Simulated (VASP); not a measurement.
Input:

```xyz
1
Lattice="-2.0681 2.0681 2.0681 2.0681 -2.0681 2.0681 2.0681 2.0681 -2.0681" Properties=species:S:1:pos:R:3 pbc="T T T"
Na     0.0000     0.0000     0.0000
```

All values below come from PBEsol GGA, VASP's PBE PAW potentials (set 64) (plane waves; VASP). Settings: 500 eV cut-off, 12×12×12 Γ-centred mesh, first-order Methfessel-Paxton smearing of 0.10 eV, potentials Na_pv.

Task: The ions, cell shape and volume are relaxed. What does this cell relax into?

Result: 
```xyz
1
Lattice="-2.0797 2.0797 2.0797 2.0797 -2.0797 2.0797 2.0797 2.0797 -2.0797" Properties=species:S:1:pos:R:3 pbc="T T T"
Na     0.0000     0.0000     0.0000
```
Space group Im-3m (229), at a tolerance of 0.03 Å.

Task: How do energy and volume change from the first to the last step?

Result: The energy (σ→0) changes by -0.5 meV/atom and the volume by +1.7 %, in 3 ionic steps.

The compound is Na in the bcc structure. This run relaxes it. Symmetry was kept, so distortions that lower it aren't found.
